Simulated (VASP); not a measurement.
Data:

```
Ga35CN35
1.0
    4.86832    -8.43217     0.00000
    4.86832     8.43217     0.00000
    0.00000     0.00000    10.55628
Ga N C
35 35 1
Direct
  0.22232   0.11102   0.24844
  0.11073   0.22233   0.99962
  0.21987   0.11093   0.74883
  0.11174   0.22433   0.50107
  0.22265   0.44449   0.24973
  0.11130   0.55580   0.00107
  0.22115   0.44497   0.75150
  0.11165   0.55668   0.50006
  0.22250   0.77809   0.24953
  0.11097   0.88852   0.99953
  0.22247   0.77836   0.75055
  0.11395   0.88993   0.50110
  0.55551   0.11090   0.24838
  0.44414   0.22146   0.99638
  0.55766   0.11085   0.74883
  0.55389   0.44070   0.24571
  0.44407   0.55598   0.99865
  0.55817   0.44941   0.74910
  0.43751   0.55159   0.50428
  0.55486   0.77622   0.24937
  0.44436   0.88854   0.99956
  0.55605   0.77923   0.75040
  0.44281   0.88985   0.50107
  0.88892   0.11109   0.24998
  0.77845   0.22239   0.99965
  0.88885   0.11104   0.75011
  0.77914   0.22442   0.50115
  0.88881   0.44450   0.24974
  0.77876   0.55606   0.99870
  0.89041   0.44496   0.75150
  0.78092   0.55190   0.50424
  0.88844   0.77645   0.24939
  0.77779   0.88890   0.00065
  0.88993   0.77936   0.75044
  0.77752   0.88832   0.49957
  0.20293   0.10246   0.43275
  0.11098   0.22257   0.18755
  0.22070   0.11043   0.93822
  0.11060   0.22341   0.68859
  0.21915   0.44434   0.43836
  0.11138   0.55577   0.18901
  0.22139   0.44437   0.93889
  0.11166   0.55666   0.68846
  0.22259   0.77839   0.43823
  0.11073   0.88807   0.18750
  0.22225   0.77767   0.93830
  0.11151   0.88929   0.68838
  0.56619   0.10230   0.43272
  0.44309   0.21923   0.18472
  0.55656   0.11046   0.93824
  0.44542   0.22421   0.71005
  0.44372   0.55525   0.18583
  0.55623   0.44563   0.93867
  0.44279   0.55726   0.69164
  0.55485   0.77617   0.43831
  0.44421   0.88791   0.18749
  0.55616   0.77851   0.93833
  0.44437   0.88916   0.68838
  0.88854   0.11050   0.43847
  0.77847   0.22258   0.18755
  0.88875   0.11074   0.93821
  0.77938   0.22334   0.68866
  0.89182   0.44439   0.43836
  0.77865   0.55544   0.18586
  0.88975   0.44443   0.93892
  0.78133   0.55742   0.69158
  0.88831   0.77647   0.43830
  0.77768   0.88849   0.18911
  0.88912   0.77854   0.93837
  0.77786   0.88912   0.68783
  0.56554   0.46437   0.43307
```

These are PBE GGA, VASP's PBE PAW potentials (set 64) (plane waves; VASP) values and carry that method's errors. Run with PREC = Normal, LREAL = Auto, ISYM = 0, 400 eV cut-off, 1×1×1 Γ-centred mesh, Gaussian smearing of 0.050 eV, potentials Ga N C. Starting moments (MAGMOM): 71*0.0282. The cell's moment is fixed (NUPDOWN = 2).

At this cut-off the stress carries a Pulay error, which pulls relaxed volumes low.  The supercell is sampled at Γ alone, which is coarse: total energies, pressure and levels can be off, energies of defects by several tenths of an eV.

Problem. Predict the cell moment, energy per atom (σ→0), pressure.

Solution. 
```json
{
 "cell_moment": "2.00 μB",
 "energy per atom (σ→0)": "-5.943 eV/atom",
 "pressure": "-13.6 kbar"
}
```

Problem. Give the moment on each site (PAW-sphere projection).

Solution. 
| site | moment (μB) |
|---|---|
| Ga1 | 0.00 |
| Ga2 | 0.00 |
| Ga3 | 0.00 |
| Ga4 | 0.00 |
| Ga5 | 0.00 |
| Ga6 | 0.00 |
| Ga7 | 0.00 |
| Ga8 | 0.00 |
| Ga9 | 0.00 |
| Ga10 | 0.00 |
| Ga11 | 0.00 |
| Ga12 | 0.00 |
| Ga13 | 0.00 |
| Ga14 | -0.01 |
| Ga15 | 0.00 |
| Ga16 | 0.00 |
| Ga17 | 0.00 |
| Ga18 | 0.00 |
| Ga19 | 0.01 |
| Ga20 | 0.00 |
| Ga21 | 0.00 |
| Ga22 | 0.00 |
| Ga23 | 0.00 |
| Ga24 | 0.00 |
| Ga25 | 0.00 |
| Ga26 | 0.00 |
| Ga27 | 0.00 |
| Ga28 | 0.00 |
| Ga29 | 0.00 |
| Ga30 | 0.00 |
| Ga31 | 0.01 |
| Ga32 | 0.00 |
| Ga33 | 0.00 |
| Ga34 | 0.00 |
| Ga35 | 0.00 |
| N36 | 0.35 |
| N37 | 0.02 |
| N38 | 0.03 |
| N39 | 0.00 |
| N40 | 0.01 |
| N41 | 0.00 |
| N42 | 0.00 |
| N43 | 0.01 |
| N44 | 0.01 |
| N45 | 0.01 |
| N46 | 0.00 |
| N47 | 0.00 |
| N48 | 0.35 |
| N49 | 0.02 |
| N50 | 0.03 |
| N51 | 0.41 |
| N52 | 0.01 |
| N53 | 0.04 |
| N54 | 0.00 |
| N55 | 0.04 |
| N56 | 0.01 |
| N57 | 0.00 |
| N58 | 0.00 |
| N59 | 0.08 |
| N60 | 0.01 |
| N61 | 0.00 |
| N62 | 0.00 |
| N63 | 0.01 |
| N64 | 0.01 |
| N65 | 0.00 |
| N66 | 0.00 |
| N67 | 0.04 |
| N68 | 0.00 |
| N69 | 0.00 |
| N70 | 0.00 |
| C71 | -0.05 |

Total energies compare only between runs with the same potentials, cut-off and functional.

The cell is a supercell with a defect, built from GaN (wurtzite): C_N-vac_Ga.
